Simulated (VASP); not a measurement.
An input for Quantum ESPRESSO's pw.x (written as the equivalent of a VASP run, and not itself run):

```
&CONTROL
  calculation = 'scf'
  pseudo_dir = './pseudo'
  outdir = './out'
  tprnfor = .true.
  tstress = .true.
/
&SYSTEM
  ibrav = 0
  nat = 2
  ntyp = 2
  ecutwfc = 74
  occupations = 'tetrahedra'
  input_dft = 'vdw-df-obk8'
/
&ELECTRONS
  conv_thr = 7.3e-09
  electron_maxstep = 100
/
ATOMIC_SPECIES
  Li 6.940 Li.upf
  Br 79.904 Br.upf
CELL_PARAMETERS angstrom
    -0.0000000    2.7366351    2.7366351
     2.7366351   -0.0000000    2.7366351
     2.7366351    2.7366351    0.0000000
ATOMIC_POSITIONS crystal
  Li   0.0000000  0.0000000  0.0000000
  Br   0.5000000  0.5000000  0.5000000
K_POINTS automatic
  9 9 9 0 0 0
```

Question: Write the VASP files for the same calculation (optB88-vdW).

Answer: One answer among several that fit: 
**KPOINTS**
```
K-points
0
gamma
  9 9 9
```

**INCAR**
```
AGGAC  =  0.0
ALGO  =  Normal
EDIFF  =  1E-7
ENCUT  =  520
GGA  =  BO
ISIF  =  2
ISMEAR  =  -5
LASPH  =  .True.
LCHARG  =  .True.
LMAXMIX  =  4
LORBIT  =  11
LREAL  =  .False.
LUSE_VDW  =  .True.
LWAVE  =  .False.
NEDOS  =  601
NELM  =  100
PARAM1  =  0.1833333333
PARAM2  =  0.22
PREC  =  Accurate
SYSTEM  =  LiBr
```

**POSCAR**
```
LiBr
1
   -0.0000000000     2.7366350524     2.7366350524
    2.7366350524    -0.0000000000     2.7366350524
    2.7366350524     2.7366350524     0.0000000000
Li Br
1 1
Direct
  0.0000000000   0.0000000000   0.0000000000
  0.5000000000   0.5000000000   0.5000000000
```

POTCAR, in this order: Li_sv Br (PBE.64 set). Program: vasp_std.

The two are equivalent in intent, not identical: the potentials are each code's own (VASP's PAW set, PseudoDojo norm-conserving files in pw.x), so ENCUT and ecutwfc are chosen apart and not converted; conv_thr bounds pw.x's estimated SCF error, while EDIFF bounds the energy change between steps.

The compound is LiBr in the rock salt structure. It was relaxed first.
